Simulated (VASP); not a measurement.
Consider the following.

```
PtTe2
1.0
    2.03674    -3.52773     0.00000
    2.03674     3.52773     0.00000
    0.00000     0.00000     5.20600
Te Pt
2 1
Cartesian
  2.03674   1.17591   1.36678
  2.03674  -1.17591   3.83922
  0.00000   0.00000   0.00000
```

All values below come from optB86b-vdW, VASP's PBE PAW potentials (set 64) (plane waves; VASP). Numerical set-up: 520 eV cut-off, Gaussian smearing of 0.050 eV, potentials Te Pt.

Unless said otherwise, spin-orbit coupling is left out, though it shifts the bands of the heavy elements here.

Q: Estimate the band gap (along the path) with the smallest direct gap where there is one.

A: 
- band gap (along the path) = none (metal, semimetal or under 0.01 eV)

Only differences to runs with the same potentials and settings are physical.

The compound is PtTe2 in the 1T layered structure. It was relaxed first.
